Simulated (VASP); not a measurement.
Here is a VASP 6.6.1 calculation.

File INCAR:

```
PREC = Accurate
ENCUT = 520
EDIFF = 1E-7
ISMEAR = -1
SIGMA = 0.01
LREAL = Auto
LASPH = True
NELM = 100
ALGO = Fast
ISIF = 2
LWAVE = False
LCHARG = False
GGA = PE
NBANDS = 186
NELECT = 322.0
```

The input KPOINTS:

```
Automatic mesh
0
Gamma
  3 3 1
```

The input POSCAR:

```
Zn17AuS18
1.0
    5.7180000000      3.3012888392      0.0000000000
   -5.7180000000      3.3012888392      0.0000000000
    0.0000000000      0.0000000000     18.6899900000
Zn Au S
17 1 18
Direct
    0.0000000000      0.0000000000      0.0000000000
    0.3333333333      0.6666666667      0.0000000000
    0.6666666667      0.3333333333      0.0000000000
    0.0000000000      0.0000000000      0.5000000000
    0.3333333333      0.6666666667      0.5000000000
    0.6666666667      0.3333333333      0.5000000000
    0.6666666667      0.0000000000      0.1666700000
    0.0000000000      0.6666666667      0.1666700000
    0.3333333333      1.0000000000      0.6666700000
    0.6666666667      0.6666666666      0.6666700000
    0.0000000000      0.3333333333      0.6666700000
    0.3333333333      1.0000000000      0.3333300000
    0.6666666667      0.6666666666      0.3333300000
    0.0000000000      0.3333333333      0.3333300000
    0.3333333333      0.3333333334      0.8333300000
    0.6666666667      0.0000000000      0.8333300000
    0.0000000000      0.6666666667      0.8333300000
    0.3333333333      0.3333333334      0.1666700000
    0.0000000000      0.0000000000      0.1250000000
    0.3333333333      0.6666666667      0.1250000000
    0.6666666667      0.3333333333      0.1250000000
    0.0000000000      0.0000000000      0.6250000000
    0.3333333333      0.6666666667      0.6250000000
    0.6666666667      0.3333333333      0.6250000000
    0.3333333333      0.3333333334      0.2916700000
    0.6666666667      0.0000000000      0.2916700000
    0.0000000000      0.6666666667      0.2916700000
    0.3333333333      1.0000000000      0.7916700000
    0.6666666667      0.6666666666      0.7916700000
    0.0000000000      0.3333333333      0.7916700000
    0.3333333333      1.0000000000      0.4583300000
    0.6666666667      0.6666666666      0.4583300000
    0.0000000000      0.3333333333      0.4583300000
    0.3333333333      0.3333333334      0.9583300000
    0.6666666667      0.0000000000      0.9583300000
    0.0000000000      0.6666666667      0.9583300000
```

Potentials or basis: VASP PAW PBE potentials, release 64 (Zn, Au, S).

Command:

```sh
$ cat potpaw_PBE.64/Zn/POTCAR potpaw_PBE.64/Au/POTCAR potpaw_PBE.64/S/POTCAR > POTCAR
$ mpirun -np 1 vasp_std > vasp.out
```

(1) What does it give for the band gap on the k mesh?

(2) Predict the largest force.

Results:

(1) none (metal or under the smearing width).

(2) 1.040 eV/Å.

Caveat: the k mesh is coarse (spacing up to 0.37 Å⁻¹), so the values aren't converged; the cell carries a net charge on a neutralising background, which shifts energy and pressure; the cell is charged against a uniform background, so pressure and absolute levels hang on convention; the cell's inner coordinates are idealised or old, which leaves forces on the atoms.
